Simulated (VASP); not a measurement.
**CuF: single point with PBE**

Crystal: CuF.

```
CELL_PARAMETERS angstrom
3.00874 0.00000 0.00000
-1.50437 2.60564 0.00000
0.00000 0.00000 4.91325
ATOMIC_POSITIONS crystal
Cu 0.00000 0.00000 0.00000
Cu 0.33333 0.66667 0.50000
F 0.00000 0.00000 0.37500
F 0.33333 0.66667 0.87500
```

The cell was built by a generator and needn't be a form met in nature.

```json
{
 "Program": "VASP 6.6.1",
 "Task": "single point",
 "Functional": "PBE",
 "Potentials or basis": "VASP PAW PBE potentials, release 64 (Cu, F)",
 "Cutoff": "520 eV",
 "k mesh": "9 × 9 × 4",
 "Occupations": "gaussian, width 0.1 eV",
 "Spin": "collinear spin, typed start",
 "Starting moments": "[1.0, 1.0, 0.0, 0.0] μB"
}
```

```
Pressure                                              : 70.2 GPa
Largest force                                         : 0.068 eV/Å
Band gap on the k mesh                                : none (metal or under the smearing width)
Net moment                                            : 0.00 μB per cell
Valence electrons inside the program's atomic spheres : Cu 10.20; F 6.17
```

Forces on the atoms (eV/Å):
```
Cu   0.000  0.000  0.068
Cu   0.000  0.000  0.068
F    0.000  0.000 -0.068
F    0.000  0.000 -0.068
```

Stress tensor (GPa, compression positive):
```
68.70  0.00  0.00
 0.00 68.70  0.00
 0.00  0.00 73.33
```

Levels at points of the mesh, in eV from the Fermi level:
Spin up:
| k point | band 14 | band 15 | band 16 | band 17 | band 18 | band 19 | band 20 | band 21 | band 22 | band 23 |
| --- | --- | --- | --- | --- | --- | --- | --- | --- | --- | --- |
| (0.00, 0.00, 0.00) | -1.51 | -0.57 | -0.57 | -0.13 | 0.12 | 0.12 | 4.48 | 5.66 | 14.57 | 14.57 |
| (0.00, 0.00, 0.50) | -0.98 | -0.26 | -0.26 | -0.26 | -0.26 | 0.78 | 0.78 | 10.02 | 10.02 | 14.72 |
Spin down:
```tsv
k point	band 15	band 16	band 17	band 18	band 19	band 20	band 21	band 22
(0.00, 0.00, 0.00)	-0.57	-0.57	-0.13	0.12	0.12	4.48	5.66	14.57
(0.00, 0.00, 0.50)	-0.26	-0.26	-0.26	-0.26	0.78	0.78	10.02	10.02
```

Wall time 62 s on 1 thread of Intel(R) Xeon(R) Platinum 8488C (Sapphire Rapids) (shared host), peak memory 0.21 GiB.

Caveat: a pressure of tens of GPa on the cell as given is suspect, and the run, the potentials or the cell itself is likely at fault; semilocal functionals often make such compounds metallic where correlation or magnetic order opens a gap, which also shifts bond lengths. With open d or f shells a metallic result of PBE can be an artefact of self-interaction; +U or a hybrid may open a gap.
